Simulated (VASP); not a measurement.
A run of VASP 6.6.1 is set up as follows.

File INCAR:

```
SYSTEM = Hf
ALGO = Normal
EDIFF = 1E-6
EDIFFG = -0.01
ENCUT = 600
GGA = PE
IBRION = 2
ISIF = 3
ISMEAR = 1
LASPH = .TRUE.
LCHARG = .FALSE.
LREAL = .FALSE.
LWAVE = .FALSE.
NELM = 80
NSW = 90
PREC = Accurate
SIGMA = 0.1
```

Contents of KPOINTS:

```
k-points
0
G
  15 15 7
  0 0 0
```

Contents of POSCAR:

```
Hf
1.0
    3.1967000000      0.0000000000      0.0000000000
   -1.5983500000      2.7684234083      0.0000000000
    0.0000000000      0.0000000000      5.0578000000
Hf
2
Direct
    0.3333333333      0.6666666667      0.2500000000
    0.6666666667      0.3333333333      0.7500000000
```

Potentials or basis: VASP PAW PBE potentials, release 64 (Hf_pv).

Run with:

```bash
$ cat potpaw_PBE.64/Hf_pv/POTCAR > POTCAR
$ mpirun -np 1 vasp_std > vasp.out
```

Problem. What does it give for the relaxed cell?

Solution. a = 3.201 Å, b = 3.201 Å, c = 5.057 Å, α = 90.00°, β = 90.00°, γ = 120.00°.

Problem. Estimate the space group after relaxing (to 0.05 Å).

Solution. P6_3/mmc (No. 194).

Problem. What does it give for the band gap on the k mesh?

Solution. None (metal or under the smearing width).

Problem. Estimate the relaxed volume.

Solution. 22.43 Å³/atom.

Final structure:
```
Hf
1.0
     3.20072    0.00000    0.00000
    -1.60036    2.77191    0.00000
     0.00000    0.00000    5.05703
Hf
2
Direct
  0.33333 0.66667 0.25000
  0.66667 0.33333 0.75000
```

Spin-orbit coupling is left out, which matters for the levels of Hf.
